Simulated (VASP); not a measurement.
Given:

```xyz
2
Lattice="1.3776 -2.3860 0.0000 1.3776 2.3860 0.0000 0.0000 0.0000 4.3412" Properties=species:S:1:pos:R:3 pbc="T T T"
Os     1.3776     0.7953     1.0853
Os     1.3776    -0.7953     3.2559
```

Calculation: PBE GGA, VASP's PBE PAW potentials (set 64) (plane waves; VASP 6.6.1). Run with 480 eV cut-off, 14×14×8 Γ-centred mesh, first-order Methfessel-Paxton smearing of 0.10 eV, potentials Os.

Energy and stress use the plane-wave basis of the starting cell.

### Question
The ions, cell shape and volume at an external pressure of 10.0 GPa are relaxed. Which structure does the run end with?

### Answer

```xyz
2
Lattice="1.3664 -2.3667 0.0000 1.3664 2.3667 0.0000 0.0000 0.0000 4.3114" Properties=species:S:1:pos:R:3 pbc="T T T"
Os     1.3664     0.7889     1.0779
Os     1.3664    -0.7889     3.2336
```
Space group P6_3/mmc (194), at a tolerance of 0.03 Å.

### Question
How do energy and volume change from the first to the last step?

### Answer
The energy (σ→0) changes by +10.0 meV/atom and the volume by -2.3 %, in 9 ionic steps.

The compound is Os in the hcp structure. This run relaxes it under an external pressure of 10 GPa. Symmetry was kept, so distortions that lower it aren't found.
